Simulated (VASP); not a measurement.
OSZICAR of a VASP run on Ge (diamond):

OSZICAR:
```
       N       E                     dE             d eps       ncg     rms          rms(c)
DAV:   1     0.156592393178E+03    0.15659E+03   -0.14501E+04  6238   0.410E+03
DAV:   2     0.986773726700E+01   -0.14672E+03   -0.14452E+03  6164   0.515E+02
DAV:   3    -0.932313751886E+01   -0.19191E+02   -0.19048E+02  6758   0.143E+02
DAV:   4    -0.989392400644E+01   -0.57079E+00   -0.57003E+00  7138   0.288E+01
DAV:   5    -0.990342532902E+01   -0.95013E-02   -0.95006E-02  7052   0.381E+00    0.327E+00
DAV:   6    -0.980166171771E+01    0.10176E+00   -0.39436E-02  7538   0.280E+00    0.188E+00
DAV:   7    -0.974927001346E+01    0.52392E-01   -0.76128E-02  6346   0.309E+00    0.162E-01
DAV:   8    -0.975040594747E+01   -0.11359E-02   -0.92547E-03  6876   0.163E+00    0.491E-02
DAV:   9    -0.975047663631E+01   -0.70689E-04   -0.30386E-04  7674   0.302E-01    0.172E-02
DAV:  10    -0.975049322604E+01   -0.16590E-04   -0.27976E-05  7014   0.467E-02    0.561E-03
DAV:  11    -0.975049456070E+01   -0.13347E-05   -0.21003E-06  6990   0.162E-02    0.122E-03
DAV:  12    -0.975049444115E+01    0.11956E-06   -0.35396E-07  6722   0.113E-02    0.377E-04
DAV:  13    -0.975049440288E+01    0.38263E-07   -0.12351E-08  3304   0.194E-03
   1 F= -.97504944E+01 E0= -.97505384E+01  d E =0.131931E-03
```

Task: Which electronic solver shows in the log?

Result: It is blocked Davidson (ALGO = Normal, or the opening steps of other solvers). The INCAR had ALGO = Normal.

Task: Can the final energy be trusted as converged?

Result: Self-consistency was reached. It stopped with EDIFF = 1E-7, NELM = 100 (PBEsol GGA, plane waves, VASP's PBE PAW potentials (set 64)).

The compound is Ge in the diamond structure. This cell was strained or had an atom moved on purpose.
